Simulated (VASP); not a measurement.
# Co: surface energy and work function by face, part 5 of 5

Which face of Co is cheapest, and which holds its electrons hardest?

VASP 6.6.1; r2SCAN, spin-polarised from a ferromagnetic start; plane waves and PAW (Co).

Still holding for the runs below: The magnetic state follows from one typed start and may not be the lowest.

So far. Step 5 (Potential and states of the slab, 8 atoms, face …): The vacuum level lies 4.98 eV above the Fermi level at the upper face; both faces agree, as the slab has next to no dipole. Step 6 (Surface relaxation, 12 atoms, face Co(10-10)): The run ended after 9 ionic steps, 0.053 eV below its first step, once the forces on the free atoms met EDIFFG = -0.03.

## (7) Potential and states of the slab, 12 atoms, face Co(10-10)

INCAR

```
SYSTEM = Co
PREC = Normal
ENCUT = 320
EDIFF = 1E-06
NELM = 120
ISMEAR = 1
SIGMA = 0.15
LREAL = .FALSE.
ALGO = Normal
METAGGA = R2SCAN
LASPH = .TRUE.
NBANDS = 86
ISPIN = 2
MAGMOM = 2 2 2 2 2 2 2 2 2 2 2 2
LMAXMIX = 4
LORBIT = 11
LWAVE = .FALSE.
LCHARG = .TRUE.
KPAR = 4
IDIPOL = 3
LDIPOL = .TRUE.
DIPOL = 0.5 0.5 0.5
LVHAR = .TRUE.
LVACPOTAV = .TRUE.
NEDOS = 1500
```

POSCAR

```
Co
1.0
    2.4720257627      0.0000000000      0.0000000000
    0.0000000000      4.0121571393      0.0000000000
    0.0000000000      0.0000000000     26.4177979163
Co
12
Direct
    0.0000000000      0.0000000000      0.2866769336
    0.5000000000      0.0000000000      0.3641512312
    0.5000000000      0.5000000000      0.3096479850
    0.0000000000      0.0000000000      0.4457994846
    0.0000000000      0.5000000000      0.3912820181
    0.5000000000      0.0000000000      0.5268909488
    0.5000000000      0.5000000000      0.4731090512
    0.0000000000      0.0000000000      0.6087179819
    0.0000000000      0.5000000000      0.5542005154
    0.5000000000      0.0000000000      0.6903520150
    0.5000000000      0.5000000000      0.6358487688
    0.0000000000      0.5000000000      0.7133230664
```

KPOINTS

```
Automatic mesh
0
Gamma
12 8 1
0 0 0
```

The projector-augmented-wave data sets are Co (PBE family, release 64).

Started as:

```sh
$ mpirun -np 4 vasp_std
```

What it wrote:

```text
[... set-up lines as in an earlier step ...]
 entering main loop
       N       E                     dE             d eps       ncg     rms          rms(c)
DAV:   1     0.659702558649E+03    0.65970E+03   -0.35971E+04 12096   0.104E+03
DAV:   2    -0.115148541767E+03   -0.77485E+03   -0.71204E+03 12040   0.279E+02
DAV:   3    -0.184422384130E+03   -0.69274E+02   -0.63194E+02 12810   0.115E+02
DAV:   4    -0.185942706658E+03   -0.15203E+01   -0.15145E+01 13146   0.201E+01
DAV:   5    -0.185979235074E+03   -0.36528E-01   -0.36526E-01 18268   0.200E+00    0.425E+01
DAV:   6    -0.174609856267E+03    0.11369E+02   -0.16897E+02 13738   0.131E+02    0.627E+01
DAV:   7    -0.211700467718E+03   -0.37091E+02   -0.10445E+02 14288   0.164E+02    0.871E+01
DAV:   8    -0.161625210286E+03    0.50075E+02   -0.70561E+01 17764   0.786E+01    0.374E+01
DAV:   9    -0.165701206363E+03   -0.40760E+01   -0.46845E+01 15112   0.961E+01    0.548E+01
DAV:  10    -0.157704599654E+03    0.79966E+01   -0.45794E+01 14798   0.743E+01    0.372E+01
DAV:  11    -0.155601899564E+03    0.21027E+01   -0.11156E+01 14258   0.506E+01    0.288E+01
DAV:  12    -0.154045546196E+03    0.15564E+01   -0.99472E+00 14726   0.337E+01    0.132E+01
DAV:  13    -0.154333604998E+03   -0.28806E+00   -0.22094E+00 13718   0.224E+01    0.116E+01
DAV:  14    -0.154968985464E+03   -0.63538E+00   -0.17728E+00 13818   0.176E+01    0.709E+00
DAV:  15    -0.155725380362E+03   -0.75639E+00   -0.18682E+00 13338   0.943E+00    0.674E+00
DAV:  16    -0.155777422884E+03   -0.52043E-01   -0.38522E-01 12972   0.807E+00    0.649E+00
DAV:  17    -0.155714618634E+03    0.62804E-01   -0.14407E-01 12734   0.604E+00    0.506E+00
DAV:  18    -0.155639441184E+03    0.75177E-01   -0.15329E-01 14392   0.513E+00    0.302E+00
DAV:  19    -0.155645177082E+03   -0.57359E-02   -0.87681E-02 18530   0.275E+00    0.206E+00
DAV:  20    -0.155669276121E+03   -0.24099E-01   -0.34922E-02 14132   0.186E+00    0.211E+00
DAV:  21    -0.155682090802E+03   -0.12815E-01   -0.11533E-02 14958   0.140E+00    0.217E+00
DAV:  22    -0.155671924460E+03    0.10166E-01   -0.19654E-02 15000   0.216E+00    0.119E+00
DAV:  23    -0.155670292341E+03    0.16321E-02   -0.15735E-02 16446   0.130E+00    0.708E-01
DAV:  24    -0.155671291648E+03   -0.99931E-03   -0.36543E-03 12296   0.496E-01    0.637E-01
DAV:  25    -0.155674887446E+03   -0.35958E-02   -0.18624E-03 13818   0.570E-01    0.689E-01
DAV:  26    -0.155676239132E+03   -0.13517E-02   -0.47986E-03 13960   0.907E-01    0.602E-01
DAV:  27    -0.155682391620E+03   -0.61525E-02   -0.55079E-03 14264   0.991E-01    0.490E-01
DAV:  28    -0.155684831182E+03   -0.24396E-02   -0.21379E-03 13090   0.400E-01    0.493E-01
DAV:  29    -0.155683981698E+03    0.84948E-03   -0.12783E-03 14708   0.320E-01    0.331E-01
DAV:  30    -0.155683657183E+03    0.32451E-03   -0.10628E-03 15480   0.327E-01    0.195E-01
[...]
DAV:  62    -0.155685851167E+03   -0.17619E-04   -0.24975E-06 10284   0.804E-03    0.129E-04
DAV:  63    -0.155685843463E+03    0.77044E-05   -0.14024E-05 12040   0.213E-02    0.260E-04
DAV:  64    -0.155685841168E+03    0.22951E-05   -0.11460E-05 12040   0.192E-02    0.176E-04
DAV:  65    -0.155685855650E+03   -0.14482E-04   -0.35569E-06 11052   0.930E-03    0.152E-04
DAV:  66    -0.155685853136E+03    0.25141E-05   -0.14808E-05 12040   0.215E-02    0.242E-04
DAV:  67    -0.155685842593E+03    0.10543E-04   -0.89192E-06 12016   0.165E-02    0.147E-04
DAV:  68    -0.155685846324E+03   -0.37311E-05   -0.27217E-06 10264   0.796E-03    0.124E-04
DAV:  69    -0.155685847555E+03   -0.12310E-05   -0.13815E-05 12040   0.210E-02    0.257E-04
DAV:  70    -0.155685855699E+03   -0.81434E-05   -0.10898E-05 12040   0.180E-02    0.196E-04
DAV:  71    -0.155685845944E+03    0.97547E-05   -0.22863E-06  9436   0.641E-03    0.746E-05
DAV:  72    -0.155685859053E+03   -0.13109E-04   -0.73712E-06 12032   0.151E-02    0.196E-04
DAV:  73    -0.155685859601E+03   -0.54828E-06   -0.79635E-06 11992   0.152E-02
 [... a notice as in an earlier step ...]

   1 F= -.15568586E+03 E0= -.15568570E+03  d E =-.468272E-03  mag=    21.4542
```

It took 14 min on 4 MPI ranks of Intel Xeon 6975P-C (Granite Rapids), shared host; peak memory 2.2 GiB.

From OUTCAR (step 7):

```text
   NELECT =     108.0000    total number of electrons

 E-fermi :   2.8266

 spin component 1
 k-point     1 :       0.0000    0.0000    0.0000
  band No.  band energies     occupation
    ...
     62       1.3819      1.00000
     63       1.4143      1.00000
     64       1.4843      1.00000
     65       1.4843      1.00000
     66       2.2351      1.00000
     67       3.0512     -0.02777
     68       3.3356     -0.00001
     69       4.2961     -0.00000
     70       5.8925      0.00000
     71       6.5690      0.00000
    ...

 k-point     2 :       0.0833    0.0000    0.0000
  band No.  band energies     occupation
    ...
     62       1.3812      1.00000
     63       1.4098      1.00000
     64       1.4228      1.00000
     65       1.5315      1.00000
     66       2.5813      1.02144
     67       3.6581     -0.00000
     68       3.6971     -0.00000
     69       4.7343     -0.00000
     70       6.2183      0.00000
     71       6.7432      0.00000
    ...

  Total       -2.4083845     -2.9213303     -0.7544850      0.0000000      0.0000000      0.0000000
  in kB      -14.7268162    -17.8633829     -4.6135330      0.0000000      0.0000000      0.0000000
  external PRESSURE =     -12.4012440 kB  Pullay stress =       0.0000000 kB

 POSITION                                       TOTAL-FORCE (eV/Angst)
 -----------------------------------------------------------------------------------
      0.00000      0.00000      7.57337         0.000000      0.000000      0.010610
      1.23601      0.00000      9.62007         0.000000      0.000000      0.014727
      1.23601      2.00608      8.18022         0.000000      0.000000      0.013638
      0.00000      0.00000     11.77704         0.000000      0.000000      0.012958
      0.00000      2.00608     10.33681         0.000000      0.000000      0.011207
      1.23601      0.00000     13.91930         0.000000      0.000000      0.020070
      1.23601      2.00608     12.49850         0.000000      0.000000     -0.020070
      0.00000      0.00000     16.08099         0.000000      0.000000     -0.011207
      0.00000      2.00608     14.64076         0.000000      0.000000     -0.012958
      1.23601      0.00000     18.23758         0.000000      0.000000     -0.013638
      1.23601      2.00608     16.79772         0.000000      0.000000     -0.014727
      0.00000      2.00608     18.84442         0.000000      0.000000     -0.010610
 -----------------------------------------------------------------------------------
    total drift:                                0.000000      0.000000      0.000000

  FREE ENERGIE OF THE ION-ELECTRON SYSTEM (eV)
  ---------------------------------------------------
  free  energy   TOTEN  =      -155.6858596009 eV

  energy  without entropy=     -155.6853913289  energy(sigma->0) =     -155.68570351

 vacuum level on the upper side and lower side of the slab         7.556         7.556

[... 11 parts as in an earlier step ...]

[... 13 further parts left out ...]
```

Numbers from this step:

- electronic cycles: 73
- free energy (TOTEN): -155.6859 eV
- vacuum levels: 7.570, 7.570 eV
- work functions of the upper and lower face: 4.743, 4.743 eV

Zero at the Fermi level. Planar average of the electrostatic potential against height:

height (Å), planar average of the electrostatic potential (eV) and a bar from the least value:
```
      0.0        4.7 ##############################
      0.5        4.7 ##############################
      1.0        4.7 ##############################
      1.5        4.7 ##############################
      2.0        4.7 ##############################
      2.5        4.7 ##############################
      3.0        4.7 ##############################
      3.5        4.7 ##############################
      4.0        4.7 ##############################
      4.5        4.7 ##############################
      5.0        4.7 ##############################
      5.5        4.6 ##############################
      6.0        4.2 #############################
      6.5        2.7 ###########################
      7.0       -2.7 ####################
      7.5      -14.0 #####
      8.0      -17.5 #
      8.5       -9.4 ###########
      9.0       -4.1 ##################
      9.5      -12.6 #######
     10.0      -16.0 ###
     10.5      -11.8 ########
     11.0       -3.6 ###################
     11.5       -9.6 ###########
     12.0      -15.5 ###
     12.5      -13.9 #####
     13.0       -5.4 #################
     13.5       -6.9 ###############
     14.0      -14.6 ####
     14.5      -15.0 ####
     15.0       -8.0 #############
     15.5       -4.3 ##################
     16.0      -13.1 ######
     16.5      -16.0 ###
     17.0      -11.2 #########
     17.5       -3.6 ###################
     18.0      -11.1 #########
     18.5      -17.9 
     19.0      -12.4 #######
     19.5       -1.2 ######################
     20.0        3.1 ############################
     20.5        4.3 #############################
     21.0        4.6 ##############################
     21.5        4.7 ##############################
     22.0        4.7 ##############################
     22.5        4.7 ##############################
     23.0        4.7 ##############################
     23.5        4.7 ##############################
     24.0        4.7 ##############################
     24.5        4.7 ##############################
     25.0        4.7 ##############################
     25.5        4.7 ##############################
     26.0        4.7 ##############################
```

Density of states in the PAW spheres, an atom over height of the layer and energy from the Fermi level.

Ten even steps from '0' (0.05 states/eV) to '9' (2.55 states/eV), each cell a mean:
```
322222222223
322222222223
333334433333
443554455344
454555555454
789999999987
776655556677
886666666688
776666666677
866777777668
767766667767
544444444445
444444444444
223344443322
334333333433
123322223321
011111111110
000000000000
000000000000
000000000000
000000000000
000000000000
```
Columns: height of the layer (Å) from 7.6 to 18.8 (not evenly spaced); rows upwards: energy from the Fermi level (eV) from -7.9 to 0.5.

Spin density in the ca plane at fractional y = 0.000, with atoms of Co within 0.2 Å of it.

Values in e/Å³, 5 rows by 16 columns, each cell a mean:
```
0.7 0.1 0.0 0.6 1.0 0.0 0.1 0.2 1.4 0.0 0.1 0.0 0.0 0.0 0.0 0.0
0.1 0.8 0.7 0.1 0.1 0.3 1.0 0.0 0.1 0.1 1.2 0.1 0.0 0.0 0.0 0.0
0.0 1.3 1.1 0.0 0.0 0.6 1.8 0.0 0.0 0.2 2.1 0.3 0.0 0.0 0.0 0.0
0.2 0.4 0.3 0.2 0.3 0.2 0.5 0.1 0.5 0.0 0.6 0.1 0.0 0.0 0.0 0.0
1.0 0.0 0.0 0.9 1.4 0.0 0.0 0.3 1.9 0.1 0.0 0.0 0.0 0.0 0.0 0.0
```
Columns run along c (16.0 Å, from fractional 0.30 to 0.90 of the cell), rows up along a (2.5 Å). Atoms in or near the plane, at fractional coordinates: Co at (0.36, 0.50), Co at (0.45, 0.00), Co at (0.53, 0.50), Co at (0.61, 0.00), Co at (0.69, 0.50).

Valence density in the ca plane at fractional y = 0.000, with atoms of Co within 0.2 Å of it. It is the smooth field of the valence electrons, not physical close to the nuclei.

Ten even steps from '0' (0.0 e/Å³) to '9' (8.6 e/Å³), each cell a mean:
```
62000000015740000000026730000000000000000000
21001210002310001100013310001100000000000000
00014630000000015520000000025520000000000000
00026951000000028940000000038830000000000000
00015841000000026730000000037720000000000000
10002310001210012310001100013210000000000000
51000000014630000000025520000000000000000000
72000000027951000000038940000000000000000000
```
Columns run along c (16.0 Å, from fractional 0.30 to 0.90 of the cell), rows up along a (2.5 Å). Atoms in or near the plane, at fractional coordinates: Co at (0.36, 0.50), Co at (0.45, 0.00), Co at (0.53, 0.50), Co at (0.61, 0.00), Co at (0.69, 0.50).

The map of layer states is cut here 0.5 eV above the Fermi level, so it leaves out the states above that.

The vacuum level lies 4.74 eV above the Fermi level at the upper face; both faces agree, as the slab has next to no dipole.

The program found no field-free point at its default tolerance, and its printed vacuum level lies off the flat part of the planar average, by -0.01 eV at the upper face; the levels here are read from the flat part.

On this mesh the fine structure of the density of states is sampling noise, and high empty states may be cut by the number of bands.

## (8) The faces side by side

This step: surfaces of a metal, r2SCAN; plane waves and PAW (VASP 6.6.1).

This step runs nothing: it gathers the runs above.

Symmetric slabs, all atoms free. All faces:

```csv
face,layers,area a surface atom (Å²),work function (eV),surface energy as cut (J/m²),surface energy relaxed (J/m²),change of the top spacing (%),moment of the top atom (μB)
Co(0001),8,5.292,4.976,2.282,2.164,-4.12,1.873
Co(10-10),12,9.918,4.743,2.374,2.331,-14.96,1.975
```

Each surface energy is the slab's energy less its number of atoms times the bulk energy of -13.2143 eV, over twice the cell's area.

## (9) Results

```
Co(0001)  : 2.16 J/m², 4.98 eV
Co(10-10) : 2.33 J/m², 4.74 eV
```

What this shows: The cheapest face is Co(0001) at 2.16 J/m², against 2.33 for Co(10-10). The work functions are 4.98 eV for Co(0001) and 4.74 eV for Co(10-10). The densest face has the highest work function, as the smoothing of the electron density over an open face lowers the surface dipole. The densest face is also the cheapest, since it cuts the fewest bonds an area. The top spacing changes by -4.1 % on Co(0001) and -15.0 % on Co(10-10). The top atom holds 1.87 μB on Co(0001) and 1.98 μB on Co(10-10). Of the two ends of the prism face, the one with the short outer spacing was run. One thickness was run for each face, and bulk and slab meshes don't match, which leaves some hundredths of a J/m². The cells are 1 × 1 and can't reconstruct.

[Lines on the potential files, build, host, timing and source positions are cut from VASP's logs without a mark.]

[Logs are printed without paths, hosts, clocks, repeated set-up lines and the standing remarks that a program may print on its own settings, such as how far it seeks lower states.]

[Hosts, paths, dates, database ids (printed as entryN), source tags and the programs' standing remarks are cut or masked in the printed files.]

[Runs that stopped without an error message from VASP are left out.]
